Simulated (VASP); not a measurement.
```yaml
crystal:
  lattice:
    - [4.65276, 0.00000, 0.00000]
    - [-4.65276, 4.65276, 0.00000]
    - [0.00000, 0.00000, 15.29000]
  atoms:
    - { symbol: Cl, position: [0.00000, 0.50000, 0.60759] }
    - { symbol: Cl, position: [0.00000, 0.00000, 0.39241] }
    - { symbol: Rb, position: [0.00000, 0.00000, 0.60759] }
    - { symbol: Rb, position: [0.00000, 0.50000, 0.39241] }
```

These are PBE GGA, VASP's PBE PAW potentials (set 64) (plane waves; VASP) values and carry that method's errors. Run with 300 eV cut-off, 4×3×1 Γ-centred mesh, Gaussian smearing of 0.10 eV, potentials Cl Rb_sv.

The cell holds a wide vacuum, so values per volume refer to the whole cell.

Q: Estimate the energy per atom (σ→0), band gap (on the k-mesh) with the smallest direct gap where there is one.

A: 
```
Item                                          Value
-----------------------------------  --------------
band gap (on the k-mesh)                    4.71 eV
smallest direct gap (on the k-mesh)         4.71 eV
energy per atom (σ→0)                -3.268 eV/atom
```

Only differences to runs with the same potentials and settings are physical.

The cell is a sheet with vacuum, built from a generated structure.
